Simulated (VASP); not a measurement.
Level of theory: vdW-DF-cx, VASP's PBE PAW potentials (set 64) (plane waves; VASP).

The input files of a VASP run:

File POSCAR:
```
CsPbBr3
5.9027650
  0.9999999479   0.0000000000   0.0000000000
  0.0000000000   0.9999999479   0.0000000000
  0.0000000000   0.0000000000   0.9999999479
Cs Pb Br
1 1 3
Cartesian
  0.0000000000   0.0000000000   0.0000000000
  0.4999999740   0.4999999740   0.4999999740
  0.4999999740   0.0000000000   0.4999999740
  0.0000000000   0.4999999740   0.4999999740
  0.4999999740   0.4999999740   0.0000000000
```

INCAR:
```
ALGO  =  Normal   # blocked Davidson
LMAXMIX  =  4
ICHARG  =  11   # fixed density
AGGAC  =  0.0
LWAVE  =  .FALSE.
ENCUT  =  520
LASPH  =  .TRUE.
LORBIT  =  11
PREC  =  Accurate
SIGMA  =  0.05   # width (eV)
SYSTEM  =  CsPbBr3
EDIFF  =  1E-7
NELM  =  100   # most electronic steps
LCHARG  =  .FALSE.
LREAL  =  .FALSE.   # projection in real space or not
LUSE_VDW  =  .TRUE.
GGA  =  CX
ISMEAR  =  0   # Gaussian
```

KPOINTS:
```
k-points along high-symmetry lines
15
Line-mode
Reciprocal
  0.000000   0.000000   0.000000 ! GAMMA
  0.000000   0.500000   0.000000 ! X

  0.000000   0.500000   0.000000 ! X
  0.500000   0.500000   0.000000 ! M

  0.500000   0.500000   0.000000 ! M
  0.000000   0.000000   0.000000 ! GAMMA

  0.000000   0.000000   0.000000 ! GAMMA
  0.500000   0.500000   0.500000 ! R

  0.500000   0.500000   0.500000 ! R
  0.000000   0.500000   0.000000 ! X

  0.500000   0.500000   0.500000 ! R
  0.500000   0.500000   0.000000 ! M
```

POTCAR, in this order: Cs_sv Pb_d Br (PBE.64 set). Program: vasp_std. Read from the step before: CHGCAR.

What VASP printed:

File OUTCAR:
```
 ion  position               nearest neighbor table
   1  0.000  0.000  0.000-
   2  0.500  0.500  0.500-   3 2.95   4 2.95   5 2.95   5 2.95   3 2.95   4 2.95
   3  0.500  0.000  0.500-   2 2.95   2 2.95
   4  0.000  0.500  0.500-   2 2.95   2 2.95
   5  0.500  0.500  0.000-   2 2.95   2 2.95
  LATTYP: Found a simple cubic cell.
 ALAT       =     5.9027646927
 Subroutine PRICEL returns:
 Original cell was already a primitive cell.
 Subroutine GETGRP returns: Found 48 space group operations
The static configuration has the point symmetry O_h .
The dynamic configuration has the point symmetry O_h .
 Subroutine INISYM returns: Found 48 space group operations
   k-points           NKPTS =     90   k-points in BZ     NKDIM =     90   number of bands    NBANDS=     26
   number of dos      NEDOS =    301   number of ions     NIONS =      5
   total plane-waves  NPLWV = 110592
   dimension x,y,z NGX =    48 NGY =   48 NGZ =   48
   dimension x,y,z NGXF=    96 NGYF=   96 NGZF=   96
   ions per type =               1   1   3
   PREC   = accura    normal or accurate (medium, high low for compatibility)
   ISTART =      0    job   : 0-new  1-cont  2-samecut
   ICHARG =     11    charge: 1-file 2-atom 10-const
   ISPIN  =      1    spin polarized calculation?
   LNONCOLLINEAR =      F non collinear calculations
   LSORBIT =      F    spin-orbit coupling
   INIWAV =      1    electr: 0-lowe 1-rand  2-diag
   ENCUT  =  520.0 eV  38.22 Ry    6.18 a.u.  10.98 10.98 10.98*2*pi/ulx,y,z
   NELM   =    100;   NELMIN=  2; NELMDL= -5     # of ELM steps
   EDIFF  = 0.1E-06   stopping-criterion for ELM
   LREAL  =      F    real-space projection
   NLSPLINE    = F    spline interpolate recip. space projectors
   LMAXMIX     =    4 max onsite mixed and CHGCAR
   VOSKOWN=      0    Vosko Wilk Nusair interpolation
   EDIFFG = 0.1E-05   stopping-criterion for IOM
   NSW    =      0    number of steps for IOM
   NBLOCK =      1;   KBLOCK =      1    inner block; outer block
   IBRION =     -1    ionic relax: 0-MD 1-quasi-New 2-CG
   NFREE  =      0    steps in history (QN), initial steepest desc. (CG)
   ISIF   =      2    stress and relaxation
...
```

**OSZICAR**
```
       N       E                     dE             d eps       ncg     rms          rms(c)
DAV:   1     0.411713433149E+03    0.41171E+03   -0.18929E+04  4688   0.150E+03
DAV:   2     0.444599687517E+02   -0.36725E+03   -0.35920E+03  5750   0.331E+02
DAV:   3    -0.229616688772E+01   -0.46756E+02   -0.46045E+02  5740   0.128E+02
DAV:   4    -0.413371755951E+01   -0.18376E+01   -0.18319E+01  5692   0.326E+01
DAV:   5    -0.419922797234E+01   -0.65510E-01   -0.65476E-01  6104   0.532E+00
DAV:   6    -0.420153272314E+01   -0.23048E-02   -0.23044E-02  6280   0.107E+00
DAV:   7    -0.420162572100E+01   -0.92998E-04   -0.92993E-04  6284   0.168E-01
DAV:   8    -0.420162951221E+01   -0.37912E-05   -0.37912E-05  6742   0.348E-02
DAV:   9    -0.420162960127E+01   -0.89059E-07   -0.89046E-07  5014   0.293E-03
   1 F= -.42016296E+01 E0= -.42016296E+01  d E =-.342400E-17
```

OUTCAR:
```
 val. band max:        1.0311700454   @ k =   0.5000   0.5000   0.5000

 cond. band min:       2.6159461241   @ k =   0.5000   0.5000   0.5000



 k-point     1 :       0.0000    0.0000    0.0000
  band No.  band energies     occupation
      1     -20.3559      2.00000
      2     -15.7450      2.00000
      3     -15.7450      2.00000
      4     -15.5980      2.00000
      5     -15.5980      2.00000
      6     -15.5980      2.00000
      7     -13.6161      2.00000
      8     -12.9301      2.00000
      9     -12.9301      2.00000
     10      -7.1291      2.00000
     11      -7.1291      2.00000
     12      -7.1291      2.00000
     13      -5.9718      2.00000
     14      -3.1379      2.00000
     15      -3.1379      2.00000
     16      -3.1379      2.00000
     17      -0.9959      2.00000
     18      -0.9959      2.00000
     19      -0.9959      2.00000
     20      -0.8816      2.00000
     21      -0.8816      2.00000
     22      -0.8816      2.00000
     23       4.2024      0.00000
     24       5.3101      0.00000
     25       5.3101      0.00000
     26       6.0471      0.00000

 k-point     2 :       0.0000    0.0357    0.0000
  band No.  band energies     occupation
      1     -20.3559      2.00000
      2     -15.7450      2.00000
      3     -15.7443      2.00000
      4     -15.5980      2.00000
      5     -15.5980      2.00000
      6     -15.5980      2.00000
      7     -13.6148      2.00000
      8     -12.9328      2.00000
      9     -12.9301      2.00000
     10      -7.1290      2.00000
     11      -7.1290      2.00000
     12      -7.1290      2.00000
     13      -5.9849      2.00000
     14      -3.1368      2.00000
     15      -3.1368      2.00000
     16      -3.1128      2.00000
     17      -0.9975      2.00000
     18      -0.9974      2.00000
     19      -0.9974      2.00000
     20      -0.8832      2.00000
     21      -0.8832      2.00000
     22      -0.8830      2.00000
     23       4.2151      0.00000
...
```

The density is held fixed in this step, so its total energy and stress have no physical meaning. Unless said otherwise, spin-orbit coupling is left out, though it shifts the bands of the heavy elements here.

The compound is CsPbBr3 in the cubic perovskite structure, the ideal cubic form; the compound distorts at low or room temperature. It was relaxed first.
